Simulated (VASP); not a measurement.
Here is the system:

```
TaC
1.0
    3.10425     0.00000     0.00000
   -1.55213     2.68836     0.00000
    0.00000     0.00000     5.53325
Ta C
2 2
Direct
  0.00000   0.00000   0.00000
  0.00000   0.00000   0.50000
  0.33333   0.66667   0.25000
  0.66667   0.33333   0.75000
```

All values below come from PBEsol GGA, VASP's PBE PAW potentials (set 64) (plane waves; VASP). Run with 520 eV cut-off, 13×13×6 Γ-centred mesh, tetrahedra with Blöchl corrections, potentials Ta_pv C.

Unless said otherwise, spin-orbit coupling is left out, though it shifts the bands of the heavy elements here.

### Question
Predict the energy per atom (σ→0), band gap (on the k-mesh) with the smallest direct gap where there is one.

### Answer

* **band gap (on the k-mesh)**: none (metal, semimetal or under 0.01 eV)
* **energy per atom (σ→0)**: -11.394 eV/atom

Only differences to runs with the same potentials and settings are physical.

The structure was generated: TaC was put into the NiAs type (P6_3/mmc), which need not be its known phase. It was relaxed first, which changed the volume by -44 %.
